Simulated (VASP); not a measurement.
# Rb (Rubidium): cell size and functional

Which functional gives which lattice for Rb (Rubidium)? The starting structure is a measured crystal structure from the Crystallography Open Database. The first relaxation on each setting starts from this cell expanded by 3 % in volume.

Method: Kohn-Sham DFT with plane waves and PAW; PBEsol, LDA, PBE, PBEsol + D3(BJ), r2SCAN, r2SCAN + rVV10, vdW-DF-cx and TPSS, in VASP 6.6.1.

## Step 1: The structure

It takes space group Im-3m (No. 229, cubic). Conventional cell: a = 5.607 Å, b = 5.607 Å, c = 5.607 Å, α = 90.00°, β = 90.00°, γ = 90.00°. Nearest to Rb lie 8 Rb at 4.86 Å.

## Step 2: Relaxation with PBEsol

PBEsol restores the gradient expansion of exchange and is tuned for the cells of solids. This run starts from the cell of an earlier relaxation, which isn't shown; the restart sets up the plane waves anew.

File INCAR:

```
SYSTEM = Rb
PREC = Accurate
ENCUT = 450
EDIFF = 1E-06
NELM = 100
ISMEAR = 1
SIGMA = 0.15
LREAL = .FALSE.
ALGO = Normal
GGA = PS
NBANDS = 10
LORBIT = 11
LWAVE = .FALSE.
LCHARG = .FALSE.
KPAR = 4
IBRION = 2
NSW = 50
ISIF = 3
EDIFFG = -0.006
```

File POSCAR:

```
Rb
1.0
   -2.7837113311      2.7837113311      2.7837113311
    2.7837113311     -2.7837113311      2.7837113311
    2.7837113311      2.7837113311     -2.7837113311
Rb
1
Direct
    0.0000000000      0.0000000000      0.0000000000
```

File KPOINTS:

```
Automatic mesh
0
Gamma
12 12 12
0 0 0
```

PAW data sets: Rb_sv (PBE family, release 64).

Started as:

```
> mpirun -np 4 vasp_std
```

Output:

```text
[banner, memory and clock lines left out]
running    4 mpi-ranks, on    1 nodes
 distrk:  each k-point on    1 cores,    4 groups
 distr:  one band on    1 cores,    1 groups

 POSCAR found type information on POSCAR Rb
 POSCAR found :  1 types and       1 ions
|                                                                             |
|               ----> ADVICE to this user running VASP <----                  |
|                                                                             |
|     You enforced a specific xc type in the INCAR file but a different       |
|     [... a line on the potential file left out ...]
|     I HOPE YOU KNOW WHAT YOU ARE DOING!                                     |
|                                                                             |

 LDA part: xc-table for (Slater+PW92), standard interpolation
 POSCAR, INCAR and KPOINTS ok, starting setup
 FFT: planning ... GRIDC
 FFT: planning ... GRID_SOFT
 FFT: planning ... GRID
 WAVECAR not read
 entering main loop
       N       E                     dE             d eps       ncg     rms          rms(c)
DAV:   1     0.386567095299E+02    0.38657E+02   -0.30947E+03  1440   0.592E+02
DAV:   2     0.131528593622E+01   -0.37341E+02   -0.36814E+02  1590   0.120E+02
DAV:   3    -0.924531574649E+00   -0.22398E+01   -0.22349E+01  1976   0.293E+01
DAV:   4    -0.102139466217E+01   -0.96863E-01   -0.96626E-01  1936   0.512E+00
DAV:   5    -0.102383160607E+01   -0.24369E-02   -0.24347E-02  1998   0.663E-01    0.118E+00
DAV:   6    -0.102327592590E+01    0.55568E-03   -0.25000E-03  2012   0.279E-01    0.716E-01
DAV:   7    -0.102346751346E+01   -0.19159E-03   -0.38695E-03  2056   0.347E-01    0.566E-02
DAV:   8    -0.102354121549E+01   -0.73702E-04   -0.13471E-04  1636   0.100E-01    0.165E-02
DAV:   9    -0.102354968596E+01   -0.84705E-05   -0.11816E-05  2088   0.240E-02    0.594E-03
DAV:  10    -0.102354934335E+01    0.34261E-06   -0.32379E-06  1660   0.103E-02
   1 F= -.10235493E+01 E0= -.10231746E+01  d E =-.102355E+01
 curvature:   0.00 expect dE= 0.000E+00 dE for cont linesearch  0.000E+00
 trial: gam= 0.00000 g(F)=  0.235E-63 g(S)=  0.410E-07 ort = 0.000E+00 (trialstep = 0.100E+01)
 search vector abs. value=  0.411E-07
 reached required accuracy - stopping structural energy minimisation
```

Run time: 21 s. Hardware: 4 MPI ranks of AMD EPYC 7R43, shared host; peak memory 0.77 GiB; 81 s of CPU time.

The logs omit lines about the potential files and the build; timing stands in the text.

Parts of OUTCAR (step 2):

```text
ion  position               nearest neighbor table
   1  0.000  0.000  0.000-

  LATTYP: Found a body centered cubic cell.
 ALAT       =     5.5674226622

 Subroutine GETGRP returns: Found 48 space group operations
 (whereof 48 operations were pure point group operations)

The static configuration has the point symmetry O_h .

 Found     72 irreducible k-points:

   k-points           NKPTS =     72   k-points in BZ     NKDIM =     72   number of bands    NBANDS=     10

   dimension x,y,z NGX =    36 NGY =   36 NGZ =   36
   dimension x,y,z NGXF=    72 NGYF=   72 NGZF=   72

   ENCUT  =  450.0 eV  33.07 Ry    5.75 a.u.   8.34  8.34  8.34*2*pi/ulx,y,z

   NELECT =       9.0000    total number of electrons

 k-points in reciprocal lattice and weights: Automatic mesh
   0.00000000  0.00000000  0.00000000       0.001
   0.08333333  0.00000000  0.00000000       0.007
   0.16666667  0.00000000  0.00000000       0.007
   0.25000000  0.00000000  0.00000000       0.007
   0.33333333  0.00000000  0.00000000       0.007
   0.41666667  0.00000000  0.00000000       0.007
   0.50000000  0.00000000  0.00000000       0.003
   0.08333333  0.08333333  0.00000000       0.014
   0.16666667  0.08333333  0.00000000       0.028
[...]
0.50000000  0.50000000  0.41666667       0.007
   0.50000000  0.50000000  0.50000000       0.001

 average (electrostatic) potential at core
       1 -40.9269

 E-fermi :   0.0559

 k-point     1 :       0.0000    0.0000    0.0000
  band No.  band energies     occupation
      1     -28.7638      2.00000
      2     -12.8049      2.00000
      3     -12.8049      2.00000
      4     -12.8049      2.00000
      5      -1.9820      2.00000
      6       3.7938      0.00000
      7       3.7938      0.00000
      8       3.7938      0.00000
      9       4.7781      0.00000
     10       4.7781      0.00000

 k-point     2 :       0.0833    0.0000    0.0000
  band No.  band energies     occupation
      1     -28.7634      2.00000
      2     -12.8129      2.00000
      3     -12.8075      2.00000
      4     -12.8049      2.00000
      5      -1.8957      2.00000
      6       3.6657      0.00000
      7       3.6728      0.00000
      8       3.8746      0.00000
      9       4.5906      0.00000
     10       4.7443      0.00000

 k-point     3 :       0.1667    0.0000    0.0000
  band No.  band energies     occupation
      1     -28.7624      2.00000
      2     -12.8346      2.00000
      3     -12.8146      2.00000
      4     -12.8049      2.00000
      5      -1.6427      2.00000
      6       3.1935      0.00000
      7       3.3988      0.00000
      8       4.1142      0.00000
      9       4.5032      0.00000
     10       4.6911      0.00000

  Total       -0.0005320     -0.0005320     -0.0005320      0.0000000     -0.0000000      0.0000000
  in kB       -0.0098782     -0.0098782     -0.0098782      0.0000000     -0.0000000      0.0000000
  external PRESSURE =      -0.0098782 kB  Pullay stress =       0.0000000 kB

  energy-cutoff  :      450.00
  volume of cell :       86.28
      direct lattice vectors                 reciprocal lattice vectors
    -2.783711331  2.783711331  2.783711331     0.000000000  0.179616325  0.179616325
     2.783711331 -2.783711331  2.783711331     0.179616325  0.000000000  0.179616325
     2.783711331  2.783711331 -2.783711331     0.179616325  0.179616325  0.000000000

 POSITION                                       TOTAL-FORCE (eV/Angst)
 -----------------------------------------------------------------------------------
      0.00000      0.00000      0.00000         0.000000     -0.000000      0.000000
 -----------------------------------------------------------------------------------
    total drift:                               -0.000000     -0.000000      0.000000

  FREE ENERGIE OF THE ION-ELECTRON SYSTEM (eV)
  ---------------------------------------------------
  free  energy   TOTEN  =        -1.0235493434 eV

  energy  without entropy=       -1.0224252242  energy(sigma->0) =       -1.02317464

 reached required accuracy - stopping structural energy minimisation

 total charge
# of ion       s       p       d       tot
------------------------------------------
    1        1.963   5.325   0.006   7.293

[... 3 further parts left out ...]
```

This run has no spin polarisation. Its electron count is odd, so without a moment it is a metal by construction. The PAW data sets were made with PBE, which is usual practice but a small mismatch for other functionals. The run keeps the 48 symmetry operations of its start, so it cannot find a distortion of lower symmetry.

With PBEsol the relaxed cell holds 86.284 Å³ an atom, -2.10 % against the measured cell, with a = 5.567 Å. Pressures at 0.985 and 1.015 times this volume, from two more relaxations that aren't shown, give a bulk modulus of 3.0 GPa.

## Step 3: Relaxation with LDA

LDA, the lowest rung, knows the local density alone. This run starts from the cell of an earlier relaxation, which isn't shown; the restart sets up the plane waves anew.

Edit INCAR of step 2 so:

```diff
@@ -9,3 +9,3 @@
 ALGO = Normal
-GGA = PS
+GGA = CA
 NBANDS = 10
```

File POSCAR:

```
Rb
1.0
   -2.6893869949      2.6893869949      2.6893869949
    2.6893869949     -2.6893869949      2.6893869949
    2.6893869949      2.6893869949     -2.6893869949
Rb
1
Direct
    0.0000000000      0.0000000000      0.0000000000
```

KPOINTS is that of step 2.

PAW data sets: Rb_sv (LDA family, release 64).

Started as:

```
> mpirun -np 4 vasp_std
```

Output:

```text
[banner, memory and clock lines left out]
running    4 mpi-ranks, on    1 nodes
[...]
LDA part: xc-table for (Slater(with rela. corr.)+CA(PZ))
 , standard interpolation
 POSCAR, INCAR and KPOINTS ok, starting setup
[...]
entering main loop
       N       E                     dE             d eps       ncg     rms          rms(c)
DAV:   1     0.371912470980E+02    0.37191E+02   -0.32323E+03  1440   0.600E+02
DAV:   2     0.113539632208E+01   -0.36056E+02   -0.35278E+02  1616   0.122E+02
DAV:   3    -0.969638720990E+00   -0.21050E+01   -0.20973E+01  1966   0.288E+01
DAV:   4    -0.105816856105E+01   -0.88530E-01   -0.88339E-01  1944   0.513E+00
[...]
DAV:   8    -0.105831587178E+01   -0.19138E-04   -0.18789E-04  1746   0.985E-02    0.172E-02
DAV:   9    -0.105832050200E+01   -0.46302E-05   -0.99456E-06  1972   0.213E-02    0.469E-03
DAV:  10    -0.105832055707E+01   -0.55067E-07   -0.33739E-06  1642   0.100E-02
   1 F= -.10583206E+01 E0= -.10578396E+01  d E =-.105832E+01
[...]
reached required accuracy - stopping structural energy minimisation
```

Elapsed: 12 s, on 4 MPI ranks; peak memory 0.56 GiB; 46 s of CPU time.

OUTCAR, selected parts (step 3):

```text
  Total       -0.0056573     -0.0056573     -0.0056573     -0.0000000      0.0000000     -0.0000000
  in kB       -0.1164940     -0.1164940     -0.1164940     -0.0000000      0.0000000     -0.0000000
  external PRESSURE =      -0.1164940 kB  Pullay stress =       0.0000000 kB

 POSITION                                       TOTAL-FORCE (eV/Angst)
 -----------------------------------------------------------------------------------
      0.00000      0.00000      0.00000         0.000000      0.000000      0.000000
 -----------------------------------------------------------------------------------
    total drift:                                0.000000      0.000000     -0.000000

  FREE ENERGIE OF THE ION-ELECTRON SYSTEM (eV)
  ---------------------------------------------------
  free  energy   TOTEN  =        -1.0583205571 eV

  energy  without entropy=       -1.0568776901  energy(sigma->0) =       -1.05783960

[... 2 parts as in an earlier step ...]

[... 2 further parts left out ...]
[key lines of the parts left out:]
E-fermi :   0.1494
```

With LDA the relaxed cell holds 77.807 Å³ an atom, -11.72 % against the measured cell, with a = 5.379 Å. That is -9.82 % from PBEsol. Pressures at 0.985 and 1.015 times this volume, from two more relaxations that aren't shown, give a bulk modulus of 3.6 GPa.

## Step 4: Relaxation with PBE

PBE, the usual starting point, adds the gradient of the density.

Edit INCAR of step 3 so:

```diff
@@ -9,3 +9,3 @@
 ALGO = Normal
-GGA = CA
+GGA = PE
 NBANDS = 10
```

File POSCAR:

```
Rb
1.0
   -2.8312592311      2.8312592311      2.8312592311
    2.8312592311     -2.8312592311      2.8312592311
    2.8312592311      2.8312592311     -2.8312592311
Rb
1
Direct
    0.0000000000      0.0000000000      0.0000000000
```

KPOINTS is that of step 3.

The projector-augmented-wave data sets are Rb_sv (PBE family, release 64).

Started as:

```
> mpirun -np 4 vasp_std
```

Output:

```text
[banner, memory and clock lines left out]
running    4 mpi-ranks, on    1 nodes
[...]
LDA part: xc-table for (Slater+PW92), standard interpolation
 POSCAR, INCAR and KPOINTS ok, starting setup
[...]
entering main loop
       N       E                     dE             d eps       ncg     rms          rms(c)
DAV:   1     0.399989108714E+02    0.39999E+02   -0.31481E+03  1440   0.587E+02
DAV:   2     0.159852479666E+01   -0.38400E+02   -0.37582E+02  1572   0.121E+02
DAV:   3    -0.840268252545E+00   -0.24388E+01   -0.24310E+01  1928   0.304E+01
DAV:   4    -0.930985313820E+00   -0.90717E-01   -0.90435E-01  1960   0.523E+00
[...]
DAV:   8    -0.935095566915E+00   -0.11529E-03   -0.12932E-04  1702   0.885E-02    0.159E-02
DAV:   9    -0.935104401830E+00   -0.88349E-05   -0.82403E-06  1952   0.214E-02    0.496E-03
DAV:  10    -0.935104220077E+00    0.18175E-06   -0.29564E-06  1840   0.927E-03
   1 F= -.93510422E+00 E0= -.93473879E+00  d E =-.935104E+00
[...]
reached required accuracy - stopping structural energy minimisation
```

Run time: 26 s. Hardware: 4 MPI ranks; peak memory 0.77 GiB.

OUTCAR, selected parts (step 4):

```text
  Total        0.0034842      0.0034842      0.0034842     -0.0000000     -0.0000000      0.0000000
  in kB        0.0614921      0.0614921      0.0614921     -0.0000000     -0.0000000      0.0000000
  external PRESSURE =       0.0614921 kB  Pullay stress =       0.0000000 kB

 POSITION                                       TOTAL-FORCE (eV/Angst)
 -----------------------------------------------------------------------------------
      0.00000      0.00000      0.00000        -0.000000      0.000000     -0.000000
 -----------------------------------------------------------------------------------
    total drift:                               -0.000000     -0.000000      0.000000

  FREE ENERGIE OF THE ION-ELECTRON SYSTEM (eV)
  ---------------------------------------------------
  free  energy   TOTEN  =        -0.9351042201 eV

  energy  without entropy=       -0.9340079375  energy(sigma->0) =       -0.93473879

[... 2 parts as in an earlier step ...]

[... 2 further parts left out ...]
[key lines of the parts left out:]
E-fermi :   0.0092
```

With PBE the relaxed cell holds 90.782 Å³ an atom, +3.00 % against the measured cell, where it started, since the stress there already met the criterion, with a = 5.663 Å. That is +5.21 % from PBEsol. Pressures at 0.985 and 1.015 times this volume, from two more relaxations that aren't shown, give a bulk modulus of 2.8 GPa.

## Step 5: Relaxation with PBEsol + D3(BJ)

D3 with Becke-Johnson damping keeps a finite attraction at short range. This run starts from the cell of an earlier relaxation, which isn't shown; the restart sets up the plane waves anew.

Edit INCAR of step 4 so:

```diff
@@ -9,3 +9,4 @@
 ALGO = Normal
-GGA = PE
+GGA = PS
+IVDW = 12
 NBANDS = 10
```

File POSCAR:

```
Rb
1.0
   -2.7090596009      2.7090596009      2.7090596009
    2.7090596009     -2.7090596009      2.7090596009
    2.7090596009      2.7090596009     -2.7090596009
Rb
1
Direct
    0.0000000000      0.0000000000      0.0000000000
```

KPOINTS is that of step 4.

Started as:

```
> mpirun -np 4 vasp_std
```

Output:

```text
[banner, memory and clock lines left out]
running    4 mpi-ranks, on    1 nodes
[...]
[... a notice as in an earlier step ...]

 LDA part: xc-table for (Slater+PW92), standard interpolation
 POSCAR, INCAR and KPOINTS ok, starting setup
[...]
entering main loop
       N       E                     dE             d eps       ncg     rms          rms(c)
DAV:   1     0.401061587803E+02    0.40106E+02   -0.31465E+03  1440   0.601E+02
DAV:   2     0.140616396995E+01   -0.38700E+02   -0.37776E+02  1596   0.120E+02
DAV:   3    -0.918754925835E+00   -0.23249E+01   -0.23143E+01  1878   0.304E+01
DAV:   4    -0.101675274441E+01   -0.97998E-01   -0.97847E-01  1970   0.559E+00
[...]
DAV:   8    -0.101762201588E+01   -0.61580E-04   -0.17627E-04  1674   0.111E-01    0.168E-02
DAV:   9    -0.101762969373E+01   -0.76779E-05   -0.12112E-05  2082   0.234E-02    0.557E-03
DAV:  10    -0.101762952882E+01    0.16491E-06   -0.36040E-06  1638   0.109E-02
   1 F= -.11557425E+01 E0= -.11553385E+01  d E =-.115574E+01
[...]
reached required accuracy - stopping structural energy minimisation
```

The job ended after 16 s (4 MPI ranks; peak memory 0.68 GiB; 58 s of CPU time).

From OUTCAR (step 5):

```text
 Edisp (eV)   -0.13811

  Total       0.00045     0.00045     0.00045    -0.00000    -0.00000     0.00000
  in kB       0.00913     0.00913     0.00913    -0.00000    -0.00000     0.00000
  external pressure =        0.01 kB  Pullay stress =        0.00 kB

 POSITION                                       TOTAL-FORCE (eV/Angst)
 -----------------------------------------------------------------------------------
      0.00000      0.00000      0.00000         0.000000     -0.000000      0.000000
 -----------------------------------------------------------------------------------
    total drift:                                0.000000      0.000000     -0.000000

  FREE ENERGIE OF THE ION-ELECTRON SYSTEM (eV)
  ---------------------------------------------------
  free  energy   TOTEN  =        -1.1557424908 eV

  energy  without entropy=       -1.1545304814  energy(sigma->0) =       -1.15533849

[... 2 parts as in an earlier step ...]

[... 2 further parts left out ...]
[key lines of the parts left out:]
E-fermi :   0.2538
```

With PBEsol + D3(BJ) the relaxed cell holds 79.527 Å³ an atom, -9.77 % against the measured cell, with a = 5.418 Å. That is -7.83 % from PBEsol. Pressures at 0.985 and 1.015 times this volume, from two more relaxations that aren't shown, give a bulk modulus of 3.4 GPa.

## Step 6: Relaxation with r2SCAN

r2SCAN adds the kinetic-energy density, costs more than a GGA and is run with LASPH. This run starts from the cell of an earlier relaxation, which isn't shown; the restart sets up the plane waves anew.

Edit INCAR of step 5 so:

```diff
@@ -9,4 +9,4 @@
 ALGO = Normal
-GGA = PS
-IVDW = 12
+METAGGA = R2SCAN
+LASPH = .TRUE.
 NBANDS = 10
```

File POSCAR:

```
Rb
1.0
   -2.8728152788      2.8728152788      2.8728152788
    2.8728152788     -2.8728152788      2.8728152788
    2.8728152788      2.8728152788     -2.8728152788
Rb
1
Direct
    0.0000000000      0.0000000000      0.0000000000
```

KPOINTS is that of step 5.

Started as:

```
> mpirun -np 4 vasp_std
```

Output:

```text
[banner, memory and clock lines left out]
running    4 mpi-ranks, on    1 nodes
[...]
[... a notice as in an earlier step ...]

 LDA part: xc-table for (None), standard interpolation
 POSCAR, INCAR and KPOINTS ok, starting setup
[...]
entering main loop
       N       E                     dE             d eps       ncg     rms          rms(c)
DAV:   1     0.274361735137E+02    0.27436E+02   -0.31089E+03  1440   0.602E+02
DAV:   2    -0.140517582569E+02   -0.41488E+02   -0.40119E+02  1602   0.127E+02
DAV:   3    -0.169178253135E+02   -0.28661E+01   -0.28555E+01  2052   0.334E+01
DAV:   4    -0.170139460065E+02   -0.96121E-01   -0.95822E-01  1978   0.544E+00
[...]
DAV:  10    -0.139183019878E+02   -0.79807E-04   -0.11316E-04  2192   0.117E-01    0.127E-02
DAV:  11    -0.139183075271E+02   -0.55394E-05   -0.48301E-06  1650   0.186E-02    0.133E-02
DAV:  12    -0.139183080125E+02   -0.48534E-06   -0.66069E-07  1992   0.639E-03
   1 F= -.13918308E+02 E0= -.13917951E+02  d E =-.139183E+02
[...]
reached required accuracy - stopping structural energy minimisation
```

Elapsed: 2.3 min, on 4 MPI ranks; peak memory 0.8 GiB.

OUTCAR, selected parts (step 6):

```text
  Total       -0.0023873     -0.0023873     -0.0023873      0.0000000      0.0000000     -0.0000000
  in kB       -0.0403311     -0.0403311     -0.0403311      0.0000000      0.0000000     -0.0000000
  external PRESSURE =      -0.0403311 kB  Pullay stress =       0.0000000 kB

  FREE ENERGIE OF THE ION-ELECTRON SYSTEM (eV)
  ---------------------------------------------------
  free  energy   TOTEN  =       -13.9183080125 eV

  energy  without entropy=      -13.9172366625  energy(sigma->0) =      -13.91795090

[... 3 parts as in an earlier step ...]

[... 2 further parts left out ...]
[key lines of the parts left out:]
E-fermi :  -0.0274
```

With r2SCAN the relaxed cell holds 94.838 Å³ an atom, +7.60 % against the measured cell, with a = 5.746 Å. That is +9.91 % from PBEsol. Pressures at 0.985 and 1.015 times this volume, from two more relaxations that aren't shown, give a bulk modulus of 2.6 GPa.

[end of part 1 of 2]

[Lines on the potential files, build, host, timing and source positions are cut from VASP's logs without a mark.]

[Logs are printed without paths, hosts, clocks, repeated set-up lines and the standing remarks that a program may print on its own settings, such as how far it seeks lower states.]

[Hosts, paths, dates, database ids (printed as entryN), source tags and the programs' standing remarks are cut or masked in the printed files.]
